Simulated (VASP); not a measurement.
# Ga11CuP12 (a cell with a defect) in VASP: notebook

The runs below take Ga11CuP12 (a cell with a defect) through single point, with PBEsol, PBEsol+U.

Program: VASP 6.6.1. These are calculated values, not measurements. Logs are shortened: lines on timing, memory, paths and dates and some standing lists are left out, and cuts for length are marked.

## Step 1: Starting point

The cell holds a defect, 24 atoms: a = 11.562 Å, b = 7.708 Å, c = 7.708 Å, α = 60.00°, β = 60.00°, γ = 60.00°.

## Step 2: Single point, PBEsol, collinear spin, zero start

Contents of INCAR:

```
  ALGO = Normal
  EDIFF = 1E-5
  ENCUT = 350
  GGA = PS
  ISIF = 2
  ISMEAR = 0
  ISPIN = 2
  ISYM = 0
  LASPH = True
  LCHARG = False
  LMAXMIX = 4
  LORBIT = 11
  LREAL = Auto
  LWAVE = False
  MAGMOM = 0 0 0 0 0 0 0 0 0 0 0 0 0 0 0 0 0 0 0 0 0 0 0 0
  NELM = 120
  NUPDOWN = 0
  PREC = Accurate
  SIGMA = 0.03
```

Contents of KPOINTS:

```
k-points
0
Gamma
  2 2 2
```

Contents of POSCAR:

```
Ga11CuP12                               
1.0
    0.0000000000      8.1757500000      8.1757500000
    5.4505000000      0.0000000000      5.4505000000
    5.4505000000      5.4505000000      0.0000000000
  Cu              Ga              P             
     1    11    12
Direct
     0.9976140367098496    0.0007138858922077    0.0007814879082769
     0.0003404108744225    0.0027745988132963    0.4985769677534456
     0.9993729415378471    0.4996732874904444    0.0023938224120196
     0.9991254994370617    0.4990617841409100    0.4999244292094523
     0.3292451994486014    0.0012755529892520    0.0022452661755577
     0.3297574176932551    0.0012456389733732    0.5013801279289741
     0.3293543478794149    0.5012664224964680    0.0018339296496863
     0.3317467748367257    0.4989649526541284    0.5016563210466105
     0.6675816623348695    0.0003167172005424    0.0040929151466739
     0.6662504442101942    0.9998849939567520    0.4982226350139679
     0.6656836228039614    0.4930008682449730    0.0058955022144401
     0.6662084448250664    0.4975871292789549    0.5026674317977300
     0.0799760014969162    0.1223012072152926    0.1216664466789815
     0.0816543998181681    0.1203166769742968    0.6375124419308494
     0.0810653805219705    0.6367332684487945    0.1210497421596517
     0.0816556229015743    0.6260959254346438    0.6258954877521543
     0.4166723542019375    0.1247903596716795    0.1253439985113543
     0.4156253100592936    0.1237467947751377    0.6268518440197212
     0.4149227588250212    0.6252005401474738    0.1262294920922702
     0.4157768882999811    0.6244933343730023    0.6255012641643496
     0.7587971363771345    0.1190141376822626    0.1247231241508557
     0.7500284787478190    0.1225119105091940    0.6275120031446841
     0.7492701881022958    0.6235991000724084    0.1272801360411477
     0.7490846780566263    0.6227729125645171    0.6283761830971318
```

Potentials or basis: VASP PAW PBE potentials, release 64 (Cu, Ga_d, P).

On the command line:

```sh
$ cat potpaw_PBE.64/Cu/POTCAR potpaw_PBE.64/Ga_d/POTCAR potpaw_PBE.64/P/POTCAR > POTCAR
$ mpirun -np 1 vasp_std > vasp.out
```

OUTCAR:

```text
EDIFF = 1E-5
   ENCUT = 350
   GGA = PS
   ISIF = 2
   ISMEAR = 0
   ISPIN = 2
   ISYM = 0
   LASPH = True
   LORBIT = 11
   LREAL = Auto
   NELM = 120
   NUPDOWN = 0
   PREC = Accurate

 ion  position               nearest neighbor table
   1  0.998  0.001  0.001-  21 2.25  14 2.29  15 2.29  13 2.30
   2  0.000  0.003  0.499-  22 2.36  16 2.37  13 2.37  14 2.38
   3  0.999  0.500  0.002-  23 2.36  16 2.37  13 2.38  15 2.38
   4  0.999  0.499  0.500-  24 2.36  16 2.37  14 2.39  15 2.39
   5  0.329  0.001  0.002-  13 2.35  18 2.36  19 2.37  17 2.38
   6  0.330  0.001  0.501-  14 2.34  17 2.37  20 2.37  18 2.37
[... 16 lines left out ...]
  23  0.749  0.624  0.127-   3 2.36  12 2.36   9 2.37  11 2.38
  24  0.749  0.623  0.628-   4 2.36  12 2.36  10 2.37  11 2.38

IMPORTANT INFORMATION: All symmetrisations will be switched off!
NOSYMM: (Re-)initialisation of all symmetry stuff for point group C_1.

----------------------------------------------------------------------------------------

                                     Primitive cell

  volume of cell :     485.7695

  direct lattice vectors                    reciprocal lattice vectors
     0.000000000  8.175750000  8.175750000    -0.061156469  0.061156469  0.061156469
     5.450500000  0.000000000  5.450500000     0.091734703 -0.091734703  0.091734703
     5.450500000  5.450500000  0.000000000     0.091734703  0.091734703 -0.091734703

  length of vectors
    11.562256533  7.708171022  7.708171022     0.105926111  0.158889167  0.158889167

  position of ions in fractional coordinates (direct lattice)
     0.997614037  0.000713886  0.000781488
     0.000340411  0.002774599  0.498576968
     0.999372942  0.499673287  0.002393822
     0.999125499  0.499061784  0.499924429
     0.329245199  0.001275553  0.002245266
     0.329757418  0.001245639  0.501380128
[... 16 lines left out ...]
     0.749270188  0.623599100  0.127280136
     0.749084678  0.622772913  0.628376183

  ion indices of the primitive-cell ions
   primitive index   ion index
                 1           1
                 2           2
                 3           3
                 4           4
                 5           5
                 6           6
[... 16 lines left out ...]
                23          23
                24          24

----------------------------------------------------------------------------------------

 KPOINTS: k-points

Automatic generation of k-mesh.
 Grid dimensions read from file:
 generate k-points for:    2    2    2
[... 91 lines left out ...]
  ---------------------------------------------------
  ext. energy  EPLUGINS =         0.00000000
  ---------------------------------------------------
  free energy    TOTEN  =      -117.53249115 eV

  energy without entropy =     -117.52850860  energy(sigma->0) =     -117.53049988

 E-fermi :   4.3811     XC(G=0): -10.0013

 val. band max:        4.3573337588   @ k =   0.0000   0.0000   0.5000
 cond. band min:       4.4051240283   @ k =   0.0000   0.0000   0.5000
 fundamental gap:      0.0477902695
 Fermi energy:         4.3811086119

 spin component 1

 k-point     1 :       0.0000    0.0000    0.0000
  band No.  band energies     occupation
      1     -10.1778      1.00000
      2     -10.1681      1.00000
      3     -10.1655      1.00000
      4     -10.1610      1.00000
      5     -10.1589      1.00000
      6     -10.1474      1.00000
[... 965 lines left out ...]
    118       8.1483      0.00000
    119       8.3898      0.00000
 Fermi energy:         4.3811061776

 spin component 2

 k-point     1 :       0.0000    0.0000    0.0000
  band No.  band energies     occupation
      1     -10.1778      1.00000
      2     -10.1681      1.00000
      3     -10.1655      1.00000
      4     -10.1610      1.00000
      5     -10.1589      1.00000
      6     -10.1474      1.00000
[... 965 lines left out ...]
    118       8.1483      0.00000
    119       8.3898      0.00000
 [bands above 119 left out]

------------------------ aborting loop because EDIFF is reached ----------------------------------------

  FORCE on cell =-STRESS in cart. coord.  units (eV):
  Direction    XX          YY          ZZ          XY          YZ          ZX
  --------------------------------------------------------------------------------------
  -------------------------------------------------------------------------------------
  Total       -5.0563153     -6.4818220     -6.3790286     -0.2333528     -0.2910576     -0.3698183
  in kB      -16.6768660    -21.3785082    -21.0394725     -0.7696500     -0.9599733     -1.2197439
  external PRESSURE =     -19.6982822 kB  Pullay stress =       0.0000000 kB

 VOLUME and BASIS-vectors are now :
 -----------------------------------------------------------------------------
  energy-cutoff  :      350.00
  volume of cell :      485.77
      direct lattice vectors                 reciprocal lattice vectors
     0.000000000  8.175750000  8.175750000    -0.061156469  0.061156469  0.061156469
     5.450500000  0.000000000  5.450500000     0.091734703 -0.091734703  0.091734703
     5.450500000  5.450500000  0.000000000     0.091734703  0.091734703 -0.091734703

 POSITION                                       TOTAL-FORCE (eV/Angst)
 -----------------------------------------------------------------------------------
      0.00815      8.16050      8.16013        -0.016367      0.022406      0.006792
      2.73262      2.72028      0.01791        -0.002057      0.008382     -0.032076
      2.73652      8.18367     10.89409        -0.008363     -0.002997     -0.001424
      5.44497     10.89344     10.88874         0.007510      0.012076      0.004868
      0.01919      2.70406      2.69878        -0.018194      0.020938      0.005191
      2.73956      5.42879      2.70280        -0.020007      0.019372      0.016122
[... 16 lines left out ...]
      4.09267      6.81959      9.52477         0.003534     -0.009883      0.008534
      6.81939      9.54929      9.51875         0.008334      0.002665      0.012238
 -----------------------------------------------------------------------------------
    total drift:                                0.003845      0.001112     -0.014597

  FREE ENERGIE OF THE ION-ELECTRON SYSTEM (eV)
  ---------------------------------------------------
  free  energy   TOTEN  =      -117.5324911538 eV

  energy  without entropy=     -117.5285086037  energy(sigma->0) =     -117.53049988

 total charge

# of ion       s       p       d       tot
------------------------------------------
    1        0.471   0.473   9.108  10.051
    2        0.867   0.837  10.003  11.707
    3        0.867   0.838  10.003  11.708
    4        0.867   0.832  10.003  11.701
    5        0.864   0.851  10.006  11.721
    6        0.862   0.855  10.007  11.725
[... 16 lines left out ...]
   23        1.015   1.507   0.000   2.523
   24        1.014   1.509   0.000   2.523
--------------------------------------------------
tot         22.208  27.666 119.179 169.053

 magnetization (x)

# of ion       s       p       d       tot
------------------------------------------
    1        0.000   0.000   0.000   0.000
    2        0.000   0.000  -0.000   0.000
    3        0.000   0.000  -0.000   0.000
    4        0.000   0.000  -0.000   0.000
    5        0.000   0.000  -0.000   0.000
    6        0.000   0.000   0.000   0.000
[... 16 lines left out ...]
   23       -0.000   0.000   0.000  -0.000
   24       -0.000  -0.000   0.000  -0.000
--------------------------------------------------
tot          0.000  -0.000   0.000   0.000
```

stdout:

```text
POSCAR found type information on POSCAR CuGaP
 POSCAR found :  3 types and      24 ions
 scaLAPACK will be used
 -----------------------------------------------------------------------------
|                                                                             |
|                                                                             |
|     You enforced a specific xc type in the INCAR file but a different       |
|     I HOPE YOU KNOW WHAT YOU ARE DOING!                                     |
|                                                                             |
 -----------------------------------------------------------------------------

 LDA part: xc-table for (Slater+PW92), standard interpolation
 POSCAR, INCAR and KPOINTS ok, starting setup
 FFT: planning ... GRIDC
 FFT: planning ... GRID_SOFT
 FFT: planning ... GRID
 WAVECAR not read
 entering main loop
```

It took 21 min on 1 thread of AMD EPYC 9R45 (Zen 5), shared host; peak memory 0.72 GiB.

What came out:

```
Free energy                                           : -117.5325 eV
Pressure                                              : -2.0 GPa
Largest force                                         : 0.049 eV/Å
Net moment                                            : 0.00 μB per cell
Valence electrons inside the program's atomic spheres : Cu 10.05; Ga 11.71, 11.70, 11.72; P 2.48, 2.52, 2.51
```

Forces on the atoms (eV/Å):
```
Cu  -0.016  0.022  0.007
Ga  -0.002  0.008 -0.032
Ga  -0.008 -0.003 -0.001
Ga   0.008  0.012  0.005
Ga  -0.018  0.021  0.005
Ga  -0.020  0.019  0.016
Ga  -0.010  0.027  0.004
Ga   0.002 -0.002  0.020
Ga  -0.017 -0.010 -0.012
Ga   0.032  0.012 -0.015
Ga   0.022 -0.034  0.028
Ga   0.016 -0.015  0.007
P   -0.032 -0.016 -0.030
P    0.016  0.019 -0.026
P    0.025 -0.026  0.024
P   -0.012  0.015  0.003
P   -0.012 -0.005 -0.011
P    0.005 -0.015 -0.008
P   -0.001  0.003 -0.003
P    0.009  0.001 -0.005
P    0.001 -0.026  0.008
P    0.002 -0.002 -0.003
P    0.004 -0.010  0.009
P    0.008  0.003  0.012
```

Caveat: the k mesh is coarse (spacing up to 0.50 Å⁻¹), so the values aren't converged; the cutoff is under 1.25 times the usual one of these potentials, so pressure, stress and relaxed cells hold a basis-set (Pulay) error; the PAW data sets were made with another functional, which shifts forces and pressure a little; the total moment is fixed, so each spin has its own Fermi level.

## Step 3: Single point, PBEsol+U

Contents of INCAR:

```
SYSTEM = Ga11CuP12
PREC = Accurate
ENCUT = 350
EDIFF = 1E-5
ISMEAR = 0
SIGMA = 0.03
LREAL = Auto
LASPH = .True.
NELM = 120
ALGO = Normal
ISIF = 2
LWAVE = .False.
LCHARG = .False.
LMAXMIX = 4
LDAU = .True.
LDAUTYPE = 2
LDAUL = 2 -1 -1
LDAUU = 5 0 0
LDAUJ = 0 0 0
LDAUPRINT = 1
GGA = PS
NBANDS = 125
LORBIT = 11
KPAR = 2
```

Contents of KPOINTS:

```
regular mesh
0
Gamma
  2 2 2
  0 0 0
```

Contents of POSCAR:

```
Ga11CuP12
1.0
    0.0000000000      8.1757500000      8.1757500000
    5.4505000000      0.0000000000      5.4505000000
    5.4505000000      5.4505000000      0.0000000000
Cu Ga P
1 11 12
Direct
    0.0000000000      0.0000000000      0.0000000000
    0.0000000000      0.0000000000      0.5000000000
    0.0000000000      0.5000000000      0.0000000000
    0.0000000000      0.5000000000      0.5000000000
    0.3333330000      0.0000000000      0.0000000000
    0.3333330000      0.0000000000      0.5000000000
    0.3333330000      0.5000000000      0.0000000000
    0.3333330000      0.5000000000      0.5000000000
    0.6666670000      0.0000000000      0.0000000000
    0.6666670000      0.0000000000      0.5000000000
    0.6666670000      0.5000000000      0.0000000000
    0.6666670000      0.5000000000      0.5000000000
    0.0833333333      0.1250000000      0.1250000000
    0.0833333333      0.1250000000      0.6250000000
    0.0833333333      0.6250000000      0.1250000000
    0.0833333333      0.6250000000      0.6250000000
    0.4166663333      0.1250000000      0.1250000000
    0.4166663333      0.1250000000      0.6250000000
    0.4166663333      0.6250000000      0.1250000000
    0.4166663333      0.6250000000      0.6250000000
    0.7500003333      0.1250000000      0.1250000000
    0.7500003333      0.1250000000      0.6250000000
    0.7500003333      0.6250000000      0.1250000000
    0.7500003333      0.6250000000      0.6250000000
```

Potentials or basis: VASP PAW PBE potentials, release 64 (Cu, Ga_d, P).

On the command line:

```sh
$ cat potpaw_PBE.64/Cu/POTCAR potpaw_PBE.64/Ga_d/POTCAR potpaw_PBE.64/P/POTCAR > POTCAR
$ mpirun -np 4 vasp_std > vasp.out
```

It took 1.7 min on 4 MPI ranks of AMD EPYC 9R45 (Zen 5), shared host; peak memory 0.32 GiB.

Results (log left out):

- Free energy: -115.6151 eV
- Pressure: -1.7 GPa
- Largest force: 0.657 eV/Å
- Band gap on the k mesh: none (metal or under the smearing width)
- Valence electrons inside the program's atomic spheres: Cu 10.08; Ga 11.72, 11.73; P 2.48, 2.52, 2.53, 2.50

Forces on the atoms (eV/Å):
```
Cu   0.046 -0.106 -0.106
Ga   0.011 -0.057  0.060
Ga   0.011  0.060 -0.057
Ga  -0.012 -0.047 -0.047
Ga   0.085 -0.123 -0.123
Ga   0.101 -0.160 -0.088
Ga   0.101 -0.088 -0.160
Ga  -0.014 -0.001 -0.001
Ga   0.132  0.102  0.102
Ga  -0.112 -0.203  0.125
Ga  -0.112  0.125 -0.203
Ga  -0.012  0.008  0.008
P   -0.392 -0.296 -0.296
P    0.245  0.545 -0.273
P    0.245 -0.273  0.545
P    0.000  0.013  0.013
P   -0.119  0.067  0.067
P    0.074  0.041 -0.051
P    0.074 -0.051  0.041
P   -0.037  0.009  0.009
P   -0.279  0.385  0.385
P   -0.016  0.027  0.000
P   -0.016  0.000  0.027
P   -0.006  0.021  0.021
```

Stress tensor (GPa, compression positive):
```
-1.37  0.10  0.10
 0.10 -1.81 -0.17
 0.10 -0.17 -1.81
```

Levels at points of the mesh, in eV from the Fermi level:
| k point | band 103 | band 104 | band 105 | band 106 | band 107 | band 108 | band 109 | band 110 | band 111 | band 112 |
| --- | --- | --- | --- | --- | --- | --- | --- | --- | --- | --- |
| (0.00, 0.00, 0.00) | -0.73 | -0.41 | -0.40 | 0.38 | 0.46 | 0.47 | 1.64 | 1.70 | 1.75 | 1.82 |
| (0.50, 0.00, 0.00) | -0.82 | -0.65 | -0.28 | -0.28 | 0.29 | 0.31 | 1.60 | 1.69 | 1.72 | 1.83 |
| (0.00, 0.50, 0.00) | -1.12 | -0.94 | -0.61 | -0.61 | -0.02 | 0.02 | 2.12 | 2.22 | 2.26 | 2.38 |
| (0.50, 0.00, 0.50) | -1.21 | -1.17 | -1.11 | -0.74 | -0.49 | -0.10 | 2.40 | 2.41 | 2.57 | 2.70 |
| (0.00, 0.50, 0.50) | -1.20 | -1.10 | -1.03 | -0.56 | -0.36 | 0.04 | 2.20 | 2.26 | 2.55 | 2.56 |
| (0.50, 0.50, 0.50) | -1.12 | -1.02 | -0.85 | -0.71 | -0.21 | -0.14 | 2.35 | 2.52 | 2.76 | 2.84 |

Eigenvalues of the final occupation matrices:
```tsv
site	spin	trace	eigenvalues
site 1 d	1	4.66	0.92 0.92 0.94 0.94 0.94
site 1 d	2	4.66	0.92 0.92 0.94 0.94 0.94
```

Caveat: the k mesh is coarse (spacing up to 0.50 Å⁻¹), so the values aren't converged; the cutoff is under 1.25 times the usual one of these potentials, so pressure, stress and relaxed cells hold a basis-set (Pulay) error; the PAW data sets were made with another functional, which shifts forces and pressure a little; U without spin polarisation on a metal has little footing; the U is typed as a test and isn't derived for this compound.
